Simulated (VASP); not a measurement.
# CaInF2 (P-3m1) in VASP: equation of state

How stiff is CaInF2 in PBE, and what volume does it want? The cell is scaled to several volumes.

Everything below comes from runs of VASP 6.6.1. Logs are shortened: lines on timing, memory, paths and dates and some standing lists are left out, and cuts for length are marked.

## 1. The crystal as given

Symmetry: P-3m1, No. 164, trigonal system. Conventional cell: a = 3.514 Å, b = 3.514 Å, c = 10.145 Å, α = 90.00°, β = 90.00°, γ = 120.00°. Ca (site symmetry -3m) is surrounded by 6 F at 2.26 Å. Around In (site symmetry -3m) lie 6 In at 3.51 Å. Around F (site symmetry 3m) lie 3 Ca at 2.26 Å.

The cell was built by a generator and needn't be a form met in nature.

## 2. Equation of state, PBE, 25.50 Å³/atom (volume scaled by 0.94)

INCAR

```
ALGO     = Normal         # electronic algorithm
EDIFF    = 1E-7           # SCF threshold, eV
ENCUT    = 520            # plane-wave cutoff, eV
GGA      = PE             # functional
ISIF     = 2              # what is computed and relaxed
ISMEAR   = -1             # smearing method
LASPH    = T              # aspherical terms in the spheres
LCHARG   = F              # write CHGCAR
LREAL    = F              # projectors in reciprocal space
LWAVE    = F              # write WAVECAR
NBANDS   = 26             # bands
NELM     = 80             # most SCF steps
PREC     = Accurate       # precision mode
SIGMA    = 0.05           # smearing width, eV
```

KPOINTS

```
k-points
0
Gamma
  9 9 3
```

POSCAR

```
CaInF2
1.0
    3.4423831364      0.0000000000      0.0000000000
   -1.7211915682      2.9811842005      0.0000000000
    0.0000000000      0.0000000000      9.9382537239
Ca In F
1 1 2
Direct
    0.0000000000      0.0000000000      0.0000000000
    0.0000000000      0.0000000000      0.5000000000
    0.6666700000      0.3333300000      0.9009400000
    0.3333300000      0.6666700000      0.0990600000
```

Potentials or basis: VASP PAW PBE potentials, release 64 (Ca_sv, In_d, F).

Command:

```console
$ cat potpaw_PBE.64/Ca_sv/POTCAR potpaw_PBE.64/In_d/POTCAR potpaw_PBE.64/F/POTCAR > POTCAR
$ mpirun -np 1 vasp_std > vasp.out
```

OUTCAR:

```text
EDIFF = 1E-7
   ENCUT = 520
   GGA = PE
   ISIF = 2
   ISMEAR = -1
   LASPH = T
   LREAL = F
   NELM = 80
   PREC = Accurate

 Found     70 irreducible k-points:

 Following reciprocal coordinates:
            Coordinates               Weight
  0.000000  0.000000  0.000000      1.000000
  0.111111  0.000000  0.000000      4.000000
 -0.111111  0.111111  0.000000      2.000000
  0.222222  0.000000  0.000000      4.000000
 -0.222222  0.222222  0.000000      2.000000
  0.333333  0.000000  0.000000      4.000000
   k-points           NKPTS =     70   k-points in BZ     NKDIM =     70   number of bands    NBANDS=     26
   number of dos      NEDOS =    301   number of ions     NIONS =      4
   total plane-waves  NPLWV =  62720
   dimension x,y,z NGX =    28 NGY =   28 NGZ =   80
   dimension x,y,z NGXF=    56 NGYF=   56 NGZF=  160
   ions per type =               1   1   2
   NGX,Y,Z   is equivalent  to a cutoff of  13.52, 13.52, 13.38 a.u.
   NGXF,Y,Z  is equivalent  to a cutoff of  27.04, 27.04, 26.76 a.u.
 SYSTEM =  unknown system
   PREC   = accura    normal or accurate (medium, high low for compatibility)
   ISTART =      0    job   : 0-new  1-cont  2-samecut
   ICHARG =      2    charge: 1-file 2-atom 10-const
   ISPIN  =      1    spin polarized calculation?
   LNONCOLLINEAR =      F non collinear calculations
   LSORBIT =      F    spin-orbit coupling
   LASPH  =      T    aspherical Exc in radial PAW
   ENCUT  =  520.0 eV  38.22 Ry    6.18 a.u.   6.40  6.40 18.48*2*pi/ulx,y,z
   NELM   =     80;   NELMIN=  2; NELMDL= -5     # of ELM steps
   EDIFF  = 0.1E-06   stopping-criterion for ELM
   LREAL  =      F    real-space projection
   EDIFFG = 0.1E-05   stopping-criterion for IOM
   NSW    =      0    number of steps for IOM
   IBRION =     -1    ionic relax: 0-MD 1-quasi-New 2-CG
   NFREE  =      0    steps in history (QN), initial steepest desc. (CG)
   ISIF   =      2    stress and relaxation
   ISYM   =      2    0-nonsym 1-usesym 2-fastsym
   POTIM  = 0.5000    time-step for ionic-motion
   TEBEG  =    0.0;   TEEND  =   0.0 temperature during run
   PSTRESS=    0.0 pullay stress
   NELECT =      37.0000    total number of electrons
   NUPDOWN=      -1.0000    fix difference up-down
   EMIN   =  10.00;   EMAX   =-10.00  energy-range for DOS
   EFERMI =   0.00;   METHOD = LEGACY
   ISMEAR =    -1;   SIGMA  =   0.05  broadening in eV -4-tet -1-fermi 0-gaus
   EFERMI_NEDOS =   21; number of points for ismear=-14 and -15
   IALGO  =     38    algorithm
   IMIX   =      4    mixing-type and parameters
     AMIX     =   0.40;   BMIX     =  1.00
     AMIX_MAG =   1.60;   BMIX_MAG =  1.00
  volume/ion in A,a.u.               =      25.50       172.07
  Fermi-wavevector in a.u.,A,eV,Ry     =   1.167587  2.206420 18.548281  1.363260
  Thomas-Fermi vector in A             =   2.304085
   LORBIT       =      0    0 simple, 1 ext, 2 COOP (PROOUT), +10 PAW based schemes
   GGA     = PE    functional components
   LHFCALC =     F    Hartree Fock is set to
   AEXX    =    0.0000 exact exchange contribution
   IVDW    =     0    specifies the selected vdW correction
   LEPSILON=     F    determine dielectric tensor
   LRPA    =     F    only Hartree local field effects (RPA)
 non-spin polarized calculation
  energy-cutoff  :      520.00
  volume of cell :      101.99
 maximum number of plane-waves:      2779
 NGX is ok and might be reduce to    28
   NGX = 13   NGY = 13   NGZ = 37

 number of electron      37.0000006 magnetization

 Free energy of the ion-electron system (eV)
  ---------------------------------------------------
  ext. energy  EPLUGINS =         0.00000000
  ---------------------------------------------------
  free energy    TOTEN  =       -18.80298741 eV

  energy without entropy =      -18.79054910  energy(sigma->0) =      -18.79676826

 E-fermi :   2.2563     XC(G=0):  -7.6870

 val. band max:        2.1286591398   @ k =   0.1111   0.1111   0.0000
 cond. band min:       2.2878195727   @ k =   0.3333   0.3333   0.0000
 fundamental gap:      0.1591604329
 Fermi energy:         2.2563242408

 k-point     1 :       0.0000    0.0000    0.0000
  band No.  band energies     occupation
      1     -38.4295      2.00000
      2     -22.5876      2.00000
      3     -22.3769      2.00000
      4     -19.2939      2.00000
      5     -19.2939      2.00000
      6     -18.8493      2.00000
[... 18 lines left out ...]
     25       9.0914      0.00000
     26       9.1056      0.00000

 k-point     2 :       0.1111    0.0000    0.0000
  band No.  band energies     occupation
      1     -38.4196      2.00000
      2     -22.5582      2.00000
      3     -22.4722      2.00000
      4     -19.3102      2.00000
      5     -19.2075      2.00000
      6     -18.9062      2.00000
[... 18 lines left out ...]
     25       9.1257      0.00000
     26       9.1959      0.00000

 k-point     3 :      -0.1111    0.1111    0.0000
  band No.  band energies     occupation
      1     -38.4196      2.00000
      2     -22.5582      2.00000
      3     -22.4722      2.00000
      4     -19.3102      2.00000
      5     -19.2075      2.00000
      6     -18.9062      2.00000
[... 18 lines left out ...]
     25       9.1256      0.00000
     26       9.1838      0.00000

 k-point     4 :       0.2222    0.0000    0.0000
  band No.  band energies     occupation
      1     -38.3945      2.00000
      2     -22.7131      2.00000
      3     -22.4561      2.00000
      4     -19.3510      2.00000
      5     -19.1610      2.00000
      6     -18.9042      2.00000
[... 18 lines left out ...]
     25       7.9998      0.00000
     26       9.1783      0.00000

 k-point     5 :      -0.2222    0.2222    0.0000
  band No.  band energies     occupation
      1     -38.3945      2.00000
      2     -22.7131      2.00000
      3     -22.4562      2.00000
      4     -19.3510      2.00000
      5     -19.1610      2.00000
      6     -18.9042      2.00000
[... 18 lines left out ...]
     25       7.9999      0.00000
     26       9.1782      0.00000

 k-point     6 :       0.3333    0.0000    0.0000
  band No.  band energies     occupation
      1     -38.3657      2.00000
      2     -22.9447      2.00000
      3     -22.3433      2.00000
      4     -19.3968      2.00000
      5     -19.3429      2.00000
      6     -18.7036      2.00000
[... 18 lines left out ...]
     25       8.3838      0.00000
     26       8.4273      0.00000

 [... further k-points ...]

------------------------ aborting loop because EDIFF is reached ----------------------------------------

  FORCE on cell =-STRESS in cart. coord.  units (eV):
  Direction    XX          YY          ZZ          XY          YZ          ZX
  --------------------------------------------------------------------------------------
  -------------------------------------------------------------------------------------
  Total        1.9927417      1.9925528      0.9015049     -0.0001554     -0.0001389      0.0002406
  in kB       31.3042631     31.3012957     14.1618695     -0.0024417     -0.0021821      0.0037796
  external PRESSURE =      25.5891427 kB  Pullay stress =       0.0000000 kB

 VOLUME and BASIS-vectors are now :
 -----------------------------------------------------------------------------
  energy-cutoff  :      520.00
  volume of cell :      101.99
      direct lattice vectors                 reciprocal lattice vectors
     3.442383136  0.000000000  0.000000000     0.290496427  0.167718586  0.000000000
    -1.721191568  2.981184200  0.000000000     0.000000000  0.335437173  0.000000000
     0.000000000  0.000000000  9.938253724     0.000000000  0.000000000  0.100621299

 POSITION                                       TOTAL-FORCE (eV/Angst)
 -----------------------------------------------------------------------------------
      0.00000      0.00000      0.00000         0.000000      0.000000     -0.000000
      0.00000      0.00000      4.96913         0.000000      0.000000     -0.000000
      1.72121      0.99372      8.95377        -0.000127      0.000073     -0.463046
     -0.00002      1.98747      0.98448         0.000127     -0.000073      0.463046
 -----------------------------------------------------------------------------------
    total drift:                                0.000000      0.000000      0.000000

  FREE ENERGIE OF THE ION-ELECTRON SYSTEM (eV)
  ---------------------------------------------------
  free  energy   TOTEN  =       -18.8029874134 eV

  energy  without entropy=      -18.7905491019  energy(sigma->0) =      -18.79676826
```

OSZICAR:

```text
N       E                     dE             d eps       ncg     rms          rms(c)
DAV:   1     0.424568316808E+03    0.42457E+03   -0.18091E+04  3640   0.151E+03
DAV:   2     0.246797089276E+02   -0.39989E+03   -0.38075E+03  4284   0.414E+02
DAV:   3    -0.185153972722E+02   -0.43195E+02   -0.42832E+02  4010   0.150E+02
DAV:   4    -0.206178104111E+02   -0.21024E+01   -0.20946E+01  6466   0.332E+01
DAV:   5    -0.206758305179E+02   -0.58020E-01   -0.57989E-01  4588   0.395E+00    0.842E+00
DAV:   6    -0.189590641476E+02    0.17168E+01   -0.66218E+00  3946   0.142E+01    0.322E+00
DAV:   7    -0.188817634995E+02    0.77301E-01   -0.38857E-01  5516   0.390E+00    0.186E+00
DAV:   8    -0.188131926424E+02    0.68571E-01   -0.18030E-01  5002   0.282E+00    0.351E-01
DAV:   9    -0.188047520683E+02    0.84406E-02   -0.39439E-02  4636   0.113E+00    0.214E-01
DAV:  10    -0.188032128934E+02    0.15392E-02   -0.94391E-03  4718   0.507E-01    0.929E-02
DAV:  11    -0.188027963791E+02    0.41651E-03   -0.26675E-03  5352   0.305E-01    0.513E-02
DAV:  12    -0.188029350014E+02   -0.13862E-03   -0.48755E-04  5086   0.122E-01    0.383E-02
DAV:  13    -0.188029841445E+02   -0.49143E-04   -0.73317E-05  5110   0.578E-02    0.980E-03
DAV:  14    -0.188029870680E+02   -0.29235E-05   -0.11871E-05  5456   0.215E-02    0.217E-03
DAV:  15    -0.188029872336E+02   -0.16569E-06   -0.76973E-07  4478   0.554E-03    0.209E-03
DAV:  16    -0.188029873439E+02   -0.11030E-06   -0.29475E-07  3504   0.335E-03    0.860E-04
DAV:  17    -0.188029874134E+02   -0.69469E-07   -0.32974E-08  3630   0.127E-03
   1 F= -.18802987E+02 E0= -.18796768E+02  d E =-.124383E-01
```

Run time: 2.2 min. Hardware: 1 thread of AMD EPYC 9R45 (Zen 5), shared host; peak memory 0.33 GiB.

What came out:

```
Free energy            : -18.8030 eV
Pressure               : 2.6 GPa
Largest force          : 0.463 eV/Å
Band gap on the k mesh : none (metal or under the smearing width)
```

Caveat: an odd number of electrons without spin polarisation forces a metal; a magnetic or distorted state may lie lower.

## 3. Equation of state, PBE, 26.04 Å³/atom (volume scaled by 0.96)

INCAR

```
PREC     = Accurate       # precision mode
ENCUT    = 520            # plane-wave cutoff, eV
EDIFF    = 1E-7           # SCF threshold, eV
ISMEAR   = -1             # smearing method
SIGMA    = 0.05           # smearing width, eV
LREAL    = False          # projectors in reciprocal space
LASPH    = True           # aspherical terms in the spheres
NELM     = 100            # most SCF steps
ALGO     = Normal         # electronic algorithm
ISIF     = 2              # what is computed and relaxed
LWAVE    = False          # write WAVECAR
LCHARG   = False          # write CHGCAR
GGA      = PE             # functional
NBANDS   = 26             # bands
```

KPOINTS

```
regular mesh
0
Gamma
  9 9 3
```

POSCAR

```
CaInF2
1.0
    3.4666260699      0.0000000000      0.0000000000
   -1.7333130349      3.0021791472      0.0000000000
    0.0000000000      0.0000000000     10.0082437322
Ca In F
1 1 2
Direct
    0.0000000000      0.0000000000      0.0000000000
    0.0000000000      0.0000000000      0.5000000000
    0.6666700000      0.3333300000      0.9009400000
    0.3333300000      0.6666700000      0.0990600000
```

Potentials or basis: VASP PAW PBE potentials, release 64 (Ca_sv, In_d, F).

Command:

```console
$ cat potpaw_PBE.64/Ca_sv/POTCAR potpaw_PBE.64/In_d/POTCAR potpaw_PBE.64/F/POTCAR > POTCAR
$ mpirun -np 1 vasp_std > vasp.out
```

Wall time 2.4 min (1 thread of AMD EPYC 9R45 (Zen 5), shared host); peak memory 0.33 GiB.

Results (log left out):

- Free energy: -18.8336 eV
- Pressure: 1.7 GPa
- Largest force: 0.313 eV/Å
- Band gap on the k mesh: none (metal or under the smearing width)

Caveat: an odd number of electrons without spin polarisation forces a metal; a magnetic or distorted state may lie lower.

## 4. Equation of state, PBE, 26.58 Å³/atom (volume scaled by 0.98)

INCAR

```
PREC = Accurate
ENCUT = 520
EDIFF = 1E-7
ISMEAR = -1
SIGMA = 0.05
LREAL = False
LASPH = True
NELM = 60
ALGO = Normal
ISIF = 2
LWAVE = False
LCHARG = False
GGA = PE
NBANDS = 26
```

KPOINTS

```
Automatic mesh
0
Gamma
  9 9 3
```

POSCAR

```
CaInF2
1.0
    3.4905345914      0.0000000000      0.0000000000
   -1.7452672957      3.0228844852      0.0000000000
    0.0000000000      0.0000000000     10.0772682839
Ca In F
1 1 2
Direct
    0.0000000000      0.0000000000      0.0000000000
    0.0000000000      0.0000000000      0.5000000000
    0.6666700000      0.3333300000      0.9009400000
    0.3333300000      0.6666700000      0.0990600000
```

Command:

```console
$ cat potpaw_PBE.64/Ca_sv/POTCAR potpaw_PBE.64/In_d/POTCAR potpaw_PBE.64/F/POTCAR > POTCAR
$ mpirun -np 1 vasp_std > vasp.out
```

Run time: 2.5 min. Hardware: 1 thread of AMD EPYC 9R45 (Zen 5), shared host; peak memory 0.33 GiB.

Results (log left out):

```yaml
Free_energy: -18.8527 eV
Pressure: 0.9 GPa
Largest_force: 0.174 eV/Å
Band_gap_on_the_k_mesh: none (metal or under the smearing width)
```

Caveat: an odd number of electrons without spin polarisation forces a metal; a magnetic or distorted state may lie lower.

## 5. Equation of state, PBE, 27.67 Å³/atom (volume scaled by 1.02)

INCAR

```
ALGO     = Normal         # electronic algorithm
EDIFF    = 1E-7           # SCF threshold, eV
ENCUT    = 520            # plane-wave cutoff, eV
GGA      = PE             # functional
ISIF     = 2              # what is computed and relaxed
ISMEAR   = -1             # smearing method
LASPH    = True           # aspherical terms in the spheres
LCHARG   = False          # write CHGCAR
LREAL    = False          # projectors in reciprocal space
LWAVE    = False          # write WAVECAR
NBANDS   = 26             # bands
NELM     = 80             # most SCF steps
PREC     = Accurate       # precision mode
SIGMA    = 0.05           # smearing width, eV
```

KPOINTS

```
k-points
0
Gamma
  9 9 3
```

POSCAR

```
CaInF2
1.0
    3.5373929961      0.0000000000      0.0000000000
   -1.7686964981      3.0634649582      0.0000000000
    0.0000000000      0.0000000000     10.2125497727
Ca In F
1 1 2
Direct
    0.0000000000      0.0000000000      0.0000000000
    0.0000000000      0.0000000000      0.5000000000
    0.6666700000      0.3333300000      0.9009400000
    0.3333300000      0.6666700000      0.0990600000
```

Command:

```console
$ cat potpaw_PBE.64/Ca_sv/POTCAR potpaw_PBE.64/In_d/POTCAR potpaw_PBE.64/F/POTCAR > POTCAR
$ mpirun -np 1 vasp_std > vasp.out
```

It took 2.2 min on 1 thread of AMD EPYC 9R45 (Zen 5), shared host; peak memory 0.34 GiB.

The run converged. Its results:

| Item | Value |
| --- | --- |
| Free energy | -18.8611 eV |
| Pressure | -0.5 GPa |
| Largest force | 0.071 eV/Å |
| Band gap on the k mesh | none (metal or under the smearing width) |

Caveat: an odd number of electrons without spin polarisation forces a metal; a magnetic or distorted state may lie lower.

## 6. Equation of state, PBE, 28.21 Å³/atom (volume scaled by 1.04)

INCAR

```
PREC     = Accurate       # precision mode
ENCUT    = 520            # plane-wave cutoff, eV
EDIFF    = 1E-7           # SCF threshold, eV
ISMEAR   = -1             # smearing method
SIGMA    = 0.05           # smearing width, eV
LREAL    = F              # projectors in reciprocal space
LASPH    = T              # aspherical terms in the spheres
NELM     = 100            # most SCF steps
ALGO     = Normal         # electronic algorithm
ISIF     = 2              # what is computed and relaxed
LWAVE    = F              # write WAVECAR
LCHARG   = F              # write CHGCAR
GGA      = PE             # functional
NBANDS   = 26             # bands
```

KPOINTS

```
Automatic mesh
0
Gamma
  9 9 3
```

POSCAR

```
CaInF2
1.0
    3.5603637242      0.0000000000      0.0000000000
   -1.7801818621      3.0833581452      0.0000000000
    0.0000000000      0.0000000000     10.2788668891
Ca In F
1 1 2
Direct
    0.0000000000      0.0000000000      0.0000000000
    0.0000000000      0.0000000000      0.5000000000
    0.6666700000      0.3333300000      0.9009400000
    0.3333300000      0.6666700000      0.0990600000
```

Potentials or basis: VASP PAW PBE potentials, release 64 (Ca_sv, In_d, F).

Command:

```console
$ cat potpaw_PBE.64/Ca_sv/POTCAR potpaw_PBE.64/In_d/POTCAR potpaw_PBE.64/F/POTCAR > POTCAR
$ mpirun -np 1 vasp_std > vasp.out
```

It took 2.5 min on 1 thread of AMD EPYC 9R45 (Zen 5), shared host; peak memory 0.34 GiB.

The run converged. Its results:

```
Free energy            : -18.8525 eV
Pressure               : -1.1 GPa
Largest force          : 0.180 eV/Å
Band gap on the k mesh : none (metal or under the smearing width)
```

Caveat: an odd number of electrons without spin polarisation forces a metal; a magnetic or distorted state may lie lower.

## 7. Equation of state, PBE, 28.75 Å³/atom (volume scaled by 1.06)

INCAR

```
SYSTEM = CaInF2
ALGO     = Normal         ! electronic algorithm
EDIFF    = 1E-7           ! SCF threshold, eV
ENCUT    = 520            ! plane-wave cutoff, eV
GGA      = PE             ! functional
ISIF     = 2              ! what is computed and relaxed
ISMEAR   = -1             ! smearing method
LASPH    = .TRUE.         ! aspherical terms in the spheres
LCHARG   = .FALSE.        ! write CHGCAR
LREAL    = .FALSE.        ! projectors in reciprocal space
LWAVE    = .FALSE.        ! write WAVECAR
NBANDS   = 26             ! bands
NELM     = 60             ! most SCF steps
PREC     = Accurate       ! precision mode
SIGMA    = 0.05           ! smearing width, eV
```

KPOINTS

```
k-points
0
G
  9 9 3
  0 0 0
```

POSCAR

```
CaInF2
1.0
    3.5830418115      0.0000000000      0.0000000000
   -1.7915209058      3.1029978986      0.0000000000
    0.0000000000      0.0000000000     10.3443391441
Ca In F
1 1 2
Direct
    0.0000000000      0.0000000000      0.0000000000
    0.0000000000      0.0000000000      0.5000000000
    0.6666700000      0.3333300000      0.9009400000
    0.3333300000      0.6666700000      0.0990600000
```

Command:

```console
$ cat potpaw_PBE.64/Ca_sv/POTCAR potpaw_PBE.64/In_d/POTCAR potpaw_PBE.64/F/POTCAR > POTCAR
$ mpirun -np 1 vasp_std > vasp.out
```

Run time: 2.7 min. Hardware: 1 thread of AMD EPYC 9R45 (Zen 5), shared host; peak memory 0.34 GiB.

Results (log left out):

```yaml
Free_energy: -18.8364 eV
Pressure: -1.6 GPa
Largest_force: 0.281 eV/Å
Band_gap_on_the_k_mesh: none (metal or under the smearing width)
```

Caveat: an odd number of electrons without spin polarisation forces a metal; a magnetic or distorted state may lie lower.

## 8. Equation of state, PBE

Potentials or basis: VASP PAW PBE potentials, release 64 (Ca_sv, In_d, F).

This step only gathers the single runs of the series.

Results:

```
Equilibrium volume                        : 27.37 Å³/atom
Bulk modulus at fixed shape and positions : 33 GPa
Pressure derivative of the bulk modulus   : 4.6
```

Energy against volume, from the lowest point:
```tsv
volume (Å³/atom)	energy (meV/atom)
25.498	14.64
26.040	6.99
26.583	2.22
27.125	0.00
27.668	0.12
28.210	2.28
28.753	6.29
```

Caveat: the cell was scaled at fixed shape and fractional positions, which overstates the stiffness of a crystal with free parameters, most of all of layers and chains.
